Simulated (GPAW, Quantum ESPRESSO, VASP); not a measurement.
One structure in several programs: Ca₂Ge (Fm-3m, 3 atoms in the cell)

Self-consistent single point.

```xyz
3
Lattice="-3.6649 0.0000 3.6649 0.0000 3.6649 3.6649 -3.6649 3.6649 0.0000" Properties=species:S:1:pos:R:3 pbc="T T T"
Ca    -5.4973     5.4973     5.4973
Ca    -1.8324     1.8324     1.8324
Ge     0.0000     0.0000     0.0000
```

All programs got the same cell, k-point mesh and kind of occupations (some realise fixed ones as a very narrow smearing) (in Quantum ESPRESSO's words: occupations = fixed; K_POINTS = automatic 4 4 4 0 0 0); potentials, basis and cutoffs are each program's usual ones.

```
code                                                                              model  pressure (GPa)  gap on the mesh (eV)  cutoff
----------------  ---------------------------------------------------------------------  --------------  --------------------  ------
Quantum ESPRESSO  PBEsol, PseudoDojo standard norm-conserving (PBESOL) pseudopotentials           -2.87                 0.601   80 Ry
GPAW                              PBEsol, GPAW PAW datasets PBEsol (made by gpaw-setup)           -2.69                 0.597  550 eV
VASP                                         PBEsol, VASP's PBE PAW potentials (set 64)               –                 0.596  300 eV
```

A dash marks a value that a program does not give, or that is left out as unsure.

Gaps are read on the mesh.

The spread over the programs that give each value: pressure within 0.18 GPa; gap on the mesh within 0.005 eV.

The starting cell comes from a database of computed structures (which also holds hypothetical and non-ambient phases and stackings), without a prior relaxation at this level. Its lattice was rescaled by a random factor within 2.5 % of one.

Task: Why do the programs differ, and what cannot be compared?

Result: Differences of this kind can come from the potentials, where these differ, and from what each basis and cutoff leave unconverged. The valence holds different numbers of electrons (Quantum ESPRESSO 34, GPAW 24, VASP 34). The zero of total energies and Fermi levels follows the potentials and each program's conventions, so they are not compared here.

VASP's run is marked for a possible Pulay error in its stress at this cutoff; no cutoff test was made.

VASP ran the fixed occupations as a Gaussian smearing of 0.01 eV.

Left out of this page: Ansatz, ABINIT, CP2K, PySCF, Elk, FLEUR and SIESTA (not drawn, or without a comparable value).
